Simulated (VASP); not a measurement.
Method: revPBE GGA, VASP's PBE PAW potentials (set 64) (plane waves; VASP 6.6.1).

VASP ran on this input.

**POSCAR**
```
Pb
1.0
  0.0000000000   2.5366865053   2.5366865053
  2.5366865053   0.0000000000   2.5366865053
  2.5366865053   2.5366865053   0.0000000000
Pb
1
Direct
  0.0000000000   0.0000000000   0.0000000000
```

**INCAR**
```
# general
SYSTEM =Pb
PREC   =Accurate
ENCUT  =520
LREAL  =.False.
LASPH  =.True.

# electronic loop
EDIFF  =1E-6
NELM   =100
ALGO   =Normal
LMAXMIX=4

# smearing
ISMEAR =1
SIGMA  =0.1

# functional
GGA    =RE

# ions
IBRION =2
NSW    =60
ISIF   =3
EDIFFG =-0.01

# output
LWAVE  =.False.
LCHARG =.False.
```

### KPOINTS
```
Automatic mesh
0
Gamma
11 11 11
0 0 0
```

POTCAR, in this order: Pb_d (PBE.64 set). Program: vasp_std.

Unless said otherwise, spin-orbit coupling is left out, though it shifts the bands of the heavy elements here.

Problem. Estimate the energy per atom (σ→0), band gap (on the k-mesh).

Solution. 
```yaml
energy per atom (σ→0): -313.2 kJ/mol of atoms
band gap (on the k-mesh): none (metal, semimetal or under 0.01 eV)
```

File OSZICAR:
```
...
DAV:   4    -0.324668367866E+01   -0.10922E+00   -0.10919E+00  1525   0.139E+01
DAV:   5    -0.325148385004E+01   -0.48002E-02   -0.48001E-02  1517   0.254E+00    0.450E-01
DAV:   6    -0.324619044725E+01    0.52934E-02   -0.11706E-02  1522   0.195E+00    0.247E-01
DAV:   7    -0.324544443656E+01    0.74601E-03   -0.58285E-03  1472   0.132E+00    0.922E-02
DAV:   8    -0.324558395650E+01   -0.13952E-03   -0.53986E-04  1415   0.409E-01    0.118E-02
DAV:   9    -0.324558086443E+01    0.30921E-05   -0.13773E-05  1494   0.685E-02    0.563E-03
DAV:  10    -0.324558037591E+01    0.48852E-06   -0.23157E-06  1334   0.151E-02
   1 F= -.32455804E+01 E0= -.32455818E+01  d E =-.324558E+01
```

The compound is Pb in the fcc structure. It was relaxed first, which changed the volume by +8 %. The start is the result of an earlier pass.
